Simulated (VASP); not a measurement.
Calculation: revPBE GGA, VASP's PBE PAW potentials (set 64) (plane waves; VASP).

The input files of a VASP run:

**INCAR**
```
# general
SYSTEM =SnSe2
PREC   =Accurate
ENCUT  =520
LREAL  =.False.
LASPH  =.True.

# electronic loop
EDIFF  =1E-7
NELM   =100
ALGO   =Normal
LMAXMIX=4

# smearing
ISMEAR =-5

# functional
GGA    =RE

# ions
ISIF   =2

# output
LWAVE  =.False.
LCHARG =.True.
LORBIT =11
NEDOS  =601

# other
LEFG   =.True.
```

File POSCAR:
```
SnSe2
1
    1.9518314116    -3.3806713989     0.0000000000
    1.9518314116     3.3806713989     0.0000000000
    0.0000000000     0.0000000000     8.9910036312
Sn Se
1 2
Direct
  0.0000000000   0.0000000000   0.0000000000
  0.3333330000   0.6666670000   0.1774487600
  0.6666670000   0.3333330000   0.8225512400
```

File KPOINTS:
```
Automatic mesh
0
Gamma
7 7 3
0 0 0
```

POTCAR, in this order: Sn_d Se (PBE.64 set). Program: vasp_std.

Task: What will the output report for the number of irreducible k-points (NKPTS), largest plane-wave count, number of space-group operations, FFT grid (NGX, NGY, NGZ)?

Result: 
- number of irreducible k-points (NKPTS): 20
- largest plane-wave count: 3226
- number of space-group operations: 12
- FFT grid (NGX, NGY, NGZ): 30 × 30 × 70

The compound is SnSe2 in the 1T layered structure. It was relaxed first, which changed the volume by +54 %.
